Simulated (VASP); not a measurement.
OSZICAR of a VASP run on TiO$_{2}$ (anatase):

File OSZICAR:
```
       N       E                     dE             d eps       ncg     rms          rms(c)
DAV:   1     0.678424666183E+03    0.67842E+03   -0.25082E+04  3304   0.199E+03
DAV:   2     0.363868942257E+02   -0.64204E+03   -0.62284E+03  3676   0.579E+02
DAV:   3    -0.701255826502E+02   -0.10651E+03   -0.10338E+03  5040   0.213E+02
DAV:   4    -0.751939504815E+02   -0.50684E+01   -0.50636E+01  4512   0.483E+01
DAV:   5    -0.754051850309E+02   -0.21123E+00   -0.21119E+00  4588   0.801E+00    0.334E+01
DAV:   6    -0.594638502385E+02    0.15941E+02   -0.11526E+02  4196   0.105E+02    0.123E+01
DAV:   7    -0.589628654612E+02    0.50098E+00   -0.16288E+01  4336   0.326E+01    0.840E+00
DAV:   8    -0.589498587496E+02    0.13007E-01   -0.31947E+00  4248   0.174E+01    0.344E+00
DAV:   9    -0.588329397291E+02    0.11692E+00   -0.11916E+00  4456   0.102E+01    0.108E+00
DAV:  10    -0.588387562879E+02   -0.58166E-02   -0.96947E-02  3860   0.241E+00    0.343E-01
DAV:  11    -0.588367193317E+02    0.20370E-02   -0.14448E-02  3896   0.781E-01    0.566E-02
DAV:  12    -0.588368544934E+02   -0.13516E-03   -0.13554E-03  4876   0.368E-01    0.104E-01
DAV:  13    -0.588367607740E+02    0.93719E-04   -0.66685E-04  4600   0.214E-01    0.129E-02
DAV:  14    -0.588367627332E+02   -0.19592E-05   -0.30462E-05  4968   0.485E-02    0.936E-03
DAV:  15    -0.588367620269E+02    0.70626E-06   -0.24718E-06  3044   0.154E-02
   1 F= -.58836762E+02 E0= -.58836762E+02  d E =-.588368E+02
       N       E                     dE             d eps       ncg     rms          rms(c)
DAV:   1    -0.588378269959E+02   -0.10643E-02   -0.98966E-02  3396   0.303E+00    0.298E-01
DAV:   2    -0.588371094591E+02    0.71754E-03   -0.54587E-03  4032   0.697E-01    0.147E-01
DAV:   3    -0.588367597273E+02    0.34973E-03   -0.16628E-03  4216   0.335E-01    0.389E-02
DAV:   4    -0.588367618666E+02   -0.21392E-05   -0.31692E-04  4688   0.107E-01    0.306E-02
DAV:   5    -0.588367640618E+02   -0.21952E-05   -0.14630E-05  4288   0.412E-02    0.178E-02
DAV:   6    -0.588367703501E+02   -0.62884E-05   -0.18923E-05  5528   0.293E-02    0.736E-03
DAV:   7    -0.588367708805E+02   -0.53040E-06   -0.14549E-06  2464   0.119E-02
   2 F= -.58836771E+02 E0= -.58836771E+02  d E =-.885359E-05
       N       E                     dE             d eps       ncg     rms          rms(c)
DAV:   1    -0.588371224995E+02   -0.35215E-03   -0.23714E-02  3360   0.148E+00    0.146E-01
DAV:   2    -0.588369510519E+02    0.17145E-03   -0.13200E-03  4000   0.343E-01    0.721E-02
DAV:   3    -0.588368671986E+02    0.83853E-04   -0.40226E-04  4216   0.163E-01    0.194E-02
DAV:   4    -0.588368671999E+02   -0.13279E-08   -0.78072E-05  4720   0.533E-02    0.152E-02
DAV:   5    -0.588368677170E+02   -0.51703E-06   -0.34209E-06  3064   0.204E-02
   3 F= -.58836868E+02 E0= -.58836868E+02  d E =-.105690E-03
```

**Question.** Which electronic solver shows in the log?

**Answer.** It is blocked Davidson (ALGO = Normal, or the opening steps of other solvers). The INCAR had ALGO = Normal.

**Question.** Can the final energy be trusted as converged?

**Answer.** The calculation finished and met its thresholds. It stopped with EDIFF = 1E-6, NELM = 100, NSW = 60 and EDIFFG = -0.02 after 3 ionic steps (LDA (Ceperley-Alder, Perdew-Zunger), plane waves, VASP's LDA PAW potentials (set 64)).

The compound is TiO2 in the anatase structure, one of several forms; rutile is the usual stable one. This run relaxes it. Symmetry was kept, so distortions that lower it aren't found. The start is the result of an earlier pass.
